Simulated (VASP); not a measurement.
The system is Ga2AsN.

```xyz
4
Lattice="3.1747 0.0000 0.0000 0.0000 3.1747 0.0000 0.0000 0.0000 4.4897" Properties=species:S:1:pos:R:3 pbc="T T T"
N     0.0000    0.0000    0.0000
Ga    0.0000    0.0000    2.2449
Ga    1.5874    1.5874    0.0000
As    1.5874    1.5874    2.2449
```

The cell was built by a generator and needn't be a form met in nature.

| Item | Value |
| --- | --- |
| Program | VASP 6.6.1 |
| Task | relaxation of cell and atoms |
| Functional | PBE |
| Potentials or basis | VASP PAW PBE potentials, release 64 (N, Ga_d, As) |
| Cutoff | 600 eV |
| k mesh | 8 × 8 × 6 |
| Occupations | fermi-dirac, width 0.02 eV |
| Spin | no spin polarisation |

At the start: pressure 57.5 GPa; volume 11.31 Å³/atom.

Question: How do energy, volume and symmetry change on relaxing?

Answer: Over 10 steps the energy falls by 524.4 meV/atom and the volume is 15.18 Å³/atom (+34.2 %); space group P4/mmm (No. 123, to 0.05 Å).

Step by step:
```tsv
step	energy change (eV)	largest force (eV/Å)	pressure (GPa)	volume (Å³)
1	0.0000	0.0000	57.47	45.25
2	-1.2312	0.0000	-13.41	77.37
3	-2.0974	0.0000	-0.30	60.90
4	-2.0974	0.0000	0.27	60.56
5	-2.0974	0.0000	0.25	60.56
6	-2.0974	0.0000	0.25	60.56
7	-2.0974	0.0000	0.22	60.57
8	-2.0975	0.0000	0.16	60.59
9	-2.0975	0.0000	0.12	60.64
10	-2.0975	0.0000	-0.02	60.73
```

Final structure:
```cif
data_structure
_symmetry_space_group_name_H-M 'P 1'
_symmetry_Int_Tables_number 1
_cell_length_a 3.5056
_cell_length_b 3.5056
_cell_length_c 4.9415
_cell_angle_alpha 90.000
_cell_angle_beta 90.000
_cell_angle_gamma 90.000
_cell_volume 60.73
loop_
_atom_site_label
_atom_site_type_symbol
_atom_site_fract_x
_atom_site_fract_y
_atom_site_fract_z
_atom_site_occupancy
N1 N 0.00000 0.00000 0.00000 1
Ga1 Ga 0.00000 0.00000 0.50000 1
Ga2 Ga 0.50000 0.50000 0.00000 1
As1 As 0.50000 0.50000 0.50000 1
```

Caveat: the volume moved by over 15 % at a fixed basis, so the end points are rough.
